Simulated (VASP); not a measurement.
Given:

```yaml
crystal:
  lattice:
    - [3.95139, 0.00000, 0.00000]
    - [0.00000, 3.95139, 0.00000]
    - [0.00000, 0.00000, 3.95139]
  atoms:
    - { symbol: Ti, position: [0.00000, 0.00000, 0.00000] }
    - { symbol: Pt, position: [0.00000, 0.50000, 0.50000] }
    - { symbol: Pt, position: [0.50000, 0.00000, 0.50000] }
    - { symbol: Pt, position: [0.50000, 0.50000, 0.00000] }
```

These are PBE GGA with D4 dispersion, VASP's PBE PAW potentials (set 64) (plane waves; VASP 6.6.1) values and carry that method's errors. Settings: 520 eV cut-off, 8×8×8 Γ-centred mesh, first-order Methfessel-Paxton smearing of 0.10 eV, potentials Ti_sv Pt.

Q: Give the stress tensor in GPa (positive for a compressed cell).

A: 
```
-6.90   0.00   0.00
 0.00  -6.90   0.00
 0.00   0.00  -6.90
```
The pressure is its mean diagonal, -6.90 GPa.

The compound is Pt3Ti in the L1_2 structure. This cell is one point of a volume scan, at 1.03 of the reference volume.
